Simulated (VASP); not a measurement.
A run of VASP 6.6.1 is set up as follows.

INCAR

```
SYSTEM = AlHg
PREC = Accurate
ENCUT = 600
EDIFF = 1E-6
ISMEAR = -1
SIGMA = 0.05
LREAL = .FALSE.
LASPH = .TRUE.
NELM = 100
ALGO = Fast
ISIF = 3
LWAVE = .FALSE.
LCHARG = .FALSE.
GGA = RP
IBRION = 2
NSW = 60
EDIFFG = -0.005
```

Contents of KPOINTS:

```
Automatic mesh
0
G
  8 8 8
  0 0 0
```

The input POSCAR:

```
AlHg
1.0
    0.0000000000      3.0685300000      3.0685300000
    3.0685300000      0.0000000000      3.0685300000
    3.0685300000      3.0685300000      0.0000000000
Al Hg
1 1
Direct
    0.0000000000      0.0000000000      0.0000000000
    0.7500000000      0.7500000000      0.7500000000
```

Potentials or basis: VASP PAW PBE potentials, release 64 (Al, Hg).

The run is started by

```bash
$ cat potpaw_PBE.64/Al/POTCAR potpaw_PBE.64/Hg/POTCAR > POTCAR
$ mpirun -np 1 vasp_std > vasp.out
```

(1) What does it give for the band gap on the k mesh?

(2) What does it give for the relaxed cell?

(3) What does it give for the space group after relaxing (to 0.05 Å)?

Results:

(1) none (metal or under the smearing width).

(2) a = 4.407 Å, b = 4.407 Å, c = 4.407 Å, α = 60.00°, β = 60.00°, γ = 60.00°.

(3) F-43m (No. 216).
